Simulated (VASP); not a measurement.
```
CaSe
1.0
    0.00000     2.94877     2.94877
    2.94877     0.00000     2.94877
    2.94877     2.94877     0.00000
Ca Se
1 1
Cartesian
  0.00000   0.00000   0.00000
  2.94877   2.94877   2.94877
```

Computed with AM05 GGA, VASP's PBE PAW potentials (set 64) (plane waves; VASP 6.6.1). Settings: 520 eV cut-off, Gaussian smearing of 0.050 eV, potentials Ca_sv Se.

Q: Estimate the band gap (along the path) with the smallest direct gap where there is one.

A: 
```json
{
  "band gap (along the path)": "1.95 eV",
  "smallest direct gap (along the path)": "2.89 eV"
}
```

The absolute energy has meaning only against runs of the same code, potentials and settings.

The compound is CaSe in the rock salt structure. It was relaxed first.
